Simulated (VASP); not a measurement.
All values below come from PBE GGA, VASP's PBE PAW potentials (set 64) (plane waves; VASP).

VASP input:

**INCAR**
```
# general
SYSTEM  = Ni3Al
PREC    = Accurate
ENCUT   = 550
LREAL   = .False.
LASPH   = .True.

# electronic loop
EDIFF   = 1E-6
NELM    = 100
ALGO    = Normal
LMAXMIX = 4

# smearing
ISMEAR  = 1
SIGMA   = 0.1

# functional
GGA     = PE

# spin
ISPIN   = 2
MAGMOM  = 0.0 3*0.5

# ions
ISIF    = 2

# output
LWAVE   = .False.
LCHARG  = .False.
LORBIT  = 10
```

**KPOINTS**
```
Automatic mesh
0
Gamma
8 8 8
0 0 0
```

File POSCAR:
```
Ni3Al
1
    3.5700000000     0.0000000000     0.0000000000
    0.0000000000     3.5700000000     0.0000000000
    0.0000000000     0.0000000000     3.5700000000
Al Ni
1 3
Direct
  0.0000000000   0.0000000000   0.0000000000
  0.0000000000   0.5000000000   0.5000000000
  0.5000000000   0.0000000000   0.5000000000
  0.5000000000   0.5000000000   0.0000000000
```

POTCAR, in this order: Al Ni (PBE.64 set). Program: vasp_std.

Q: Estimate the energy per atom (σ→0), cell moment, band gap (on the k-mesh).

A: 
| Item | Result |
|---|---|
| energy per atom (σ→0) | -5.473 eV/atom |
| cell moment | 0.76 μB |
| band gap (on the k-mesh) | none (metal, semimetal or under 0.01 eV) |

### OSZICAR
```
...
DAV:   8    -0.219140500765E+02    0.85593E-02   -0.43885E-01  3075   0.557E+00    0.158E+00
DAV:   9    -0.218944817017E+02    0.19568E-01   -0.51538E-02  3756   0.322E+00    0.539E-01
DAV:  10    -0.218938131167E+02    0.66858E-03   -0.34576E-03  3642   0.655E-01    0.144E-01
DAV:  11    -0.218936401386E+02    0.17298E-03   -0.21805E-04  3450   0.175E-01    0.891E-02
DAV:  12    -0.218935987866E+02    0.41352E-04   -0.92048E-05  3992   0.126E-01    0.441E-02
DAV:  13    -0.218935932792E+02    0.55074E-05   -0.11519E-05  3279   0.536E-02    0.152E-02
DAV:  14    -0.218935928261E+02    0.45312E-06   -0.37990E-06  3006   0.253E-02
   1 F= -.21893593E+02 E0= -.21893153E+02  d E =-.132042E-02  mag=     0.7580
```

The compound is Ni3Al in the L1_2 structure. The cell was not relaxed at this level. The run is one of a series of settings (ENCUT = 550 against the base run), some of them coarse on purpose.
